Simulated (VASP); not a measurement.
Given:

Zr has the hexagonal space group P6₃/mmc (No. 194), the hcp (Mg type) structure, Pearson symbol hP2. Conventional cell: a = b = 3.2439 Å, c = 5.1506 Å, α = β = 90.00°, γ = 120.00°. Zr on 2c sees 12 Zr at 3.184–3.244 Å (anticuboctahedral). (Neighbours: up to the widest gap in distance over summed covalent radii, below 1.35, at either atom.)

Method: r2SCAN meta-GGA, VASP's PBE PAW potentials (set 64) (plane waves; VASP). Settings: 480 eV cut-off, 12×12×8 Γ-centred mesh, first-order Methfessel-Paxton smearing of 0.10 eV, potentials Zr_sv.

Each relaxation starts from this cell; other phases were not tried.

### Question
The cell is relaxed at 2 GPa. What happens?

### Answer
The volume per atom goes from 23.47 to 23.04 Å³ (-1.8 %), and the cell becomes a = b = 3.2241 Å, c = 5.1190 Å, α = β = 90.00°, γ = 120.00°, space group P6_3/mmc.

### Question
The cell is relaxed at 10 GPa. What happens?

### Answer
The volume per atom goes from 23.47 to 21.47 Å³ (-8.5 %), and the cell becomes a = 3.1490 Å, b = 3.1490 Å, c = 4.9997 Å, α = 90.00°, β = 90.00°, γ = 120.00°, space group P6_3/mmc.

Failed runs are left out, and for metals the shear rows, which the mesh's noise covers.

The compound is Zr in the hcp structure.
